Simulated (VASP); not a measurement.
These are LDA (Ceperley-Alder, Perdew-Zunger), VASP's LDA PAW potentials (set 64) (plane waves; VASP 6.6.1) values and carry that method's errors.

The input files of a VASP run:

**POSCAR**
```
ScAl2
1
    0.0000000000     3.7776550000     3.7776550000
    3.7776550000     0.0000000000     3.7776550000
    3.7776550000     3.7776550000     0.0000000000
Sc Al
2 4
Direct
  0.5000000000   0.5000000000   0.5000000000
  0.7500000000   0.7500000000   0.7500000000
  0.1250000000   0.1250000000   0.1250000000
  0.6250000000   0.1250000000   0.1250000000
  0.1250000000   0.1250000000   0.6250000000
  0.1250000000   0.6250000000   0.1250000000
```

File KPOINTS:
```
Automatic mesh
0
G
 6 6 6
0 0 0
```

INCAR:
```
! general
SYSTEM   =  ScAl2
PREC     =  Accurate
ENCUT    =  300   ! plane-wave cut-off (eV)
LREAL    =  F
LASPH    =  T   ! aspherical one-centre terms

! electronic loop
EDIFF    =  1E-6
NELM     =  100   ! most electronic steps
ALGO     =  Normal   ! blocked Davidson
LMAXMIX  =  4   ! l cut-off of mixed one-centre charges

! smearing
ISMEAR   =  0
SIGMA    =  0.1

! ions
ISIF     =  2   ! forces and stress, cell fixed

! output
LWAVE    =  F
LCHARG   =  F
```

POTCAR, in this order: Sc_sv Al (LDA.64 set). Program: vasp_std.

Output

OSZICAR:
```
       N       E                     dE             d eps       ncg     rms          rms(c)
DAV:   1     0.297380075789E+03    0.29738E+03   -0.11752E+04   768   0.996E+02
DAV:   2    -0.189316831648E+02   -0.31631E+03   -0.31258E+03   988   0.560E+02
DAV:   3    -0.361589105820E+02   -0.17227E+02   -0.16413E+02  1144   0.130E+02
DAV:   4    -0.367060608553E+02   -0.54715E+00   -0.54126E+00  1112   0.184E+01
DAV:   5    -0.367166061046E+02   -0.10545E-01   -0.10524E-01  1080   0.269E+00    0.101E+01
DAV:   6    -0.333644047997E+02    0.33522E+01   -0.20992E+01  1072   0.368E+01    0.318E+00
DAV:   7    -0.332633246716E+02    0.10108E+00   -0.77216E-01  1195   0.822E+00    0.199E+00
DAV:   8    -0.332029969249E+02    0.60328E-01   -0.15216E-01  1072   0.322E+00    0.495E-01
DAV:   9    -0.332002220920E+02    0.27748E-02   -0.26311E-02   992   0.174E+00    0.164E-01
DAV:  10    -0.331999492411E+02    0.27285E-03   -0.84774E-04  1032   0.300E-01    0.585E-02
DAV:  11    -0.331999185676E+02    0.30674E-04   -0.17722E-04  1160   0.120E-01    0.244E-02
DAV:  12    -0.331999177426E+02    0.82505E-06   -0.13415E-05   744   0.201E-02    0.125E-02
DAV:  13    -0.331999145761E+02    0.31664E-05   -0.22861E-05  1024   0.499E-02    0.193E-03
DAV:  14    -0.331999145631E+02    0.12996E-07   -0.40198E-07   600   0.774E-03
   1 F= -.33199915E+02 E0= -.33191338E+02  d E =-.171538E-01
```

**OUTCAR**
```
------------------------ aborting loop because EDIFF is reached ----------------------------------------
  FORCE on cell =-STRESS in cart. coord.  units (eV):
  Direction    XX          YY          ZZ          XY          YZ          ZX
  --------------------------------------------------------------------------------------
  Total       -2.5615982     -2.5615982     -2.5615982      0.0000000      0.0000000      0.0000000
  in kB      -38.0649026    -38.0649026    -38.0649026      0.0000000      0.0000000      0.0000000
  external PRESSURE =     -38.0649026 kB  Pullay stress =       0.0000000 kB
  volume of cell :      107.82
      direct lattice vectors                 reciprocal lattice vectors
     0.000000000  3.777655000  3.777655000    -0.132357243  0.132357243  0.132357243
     3.777655000  0.000000000  3.777655000     0.132357243 -0.132357243  0.132357243
     3.777655000  3.777655000  0.000000000     0.132357243  0.132357243 -0.132357243
 POSITION                                       TOTAL-FORCE (eV/Angst)
 -----------------------------------------------------------------------------------
      3.77766      3.77766      3.77766         0.000000     -0.000000      0.000000
      5.66648      5.66648      5.66648        -0.000000      0.000000     -0.000000
      0.94441      0.94441      0.94441         0.000000      0.000000      0.000000
      0.94441      2.83324      2.83324         0.000000      0.000000      0.000000
      2.83324      2.83324      0.94441         0.000000      0.000000      0.000000
      2.83324      0.94441      2.83324         0.000000      0.000000      0.000000
 -----------------------------------------------------------------------------------
    total drift:                                0.000000     -0.000000      0.000000
  FREE ENERGIE OF THE ION-ELECTRON SYSTEM (eV)
  ---------------------------------------------------
  free  energy   TOTEN  =       -33.1999145631 eV

  energy  without entropy=      -33.1827607527  energy(sigma->0) =      -33.19133766
```
(Selected blocks of OUTCAR.)

At this cut-off the stress carries a Pulay error, which pulls relaxed volumes low.

The structure comes from a computed database's ScAl2 entry (Fd-3m); how it stands against other phases isn't given here. The cell was not relaxed at this level.
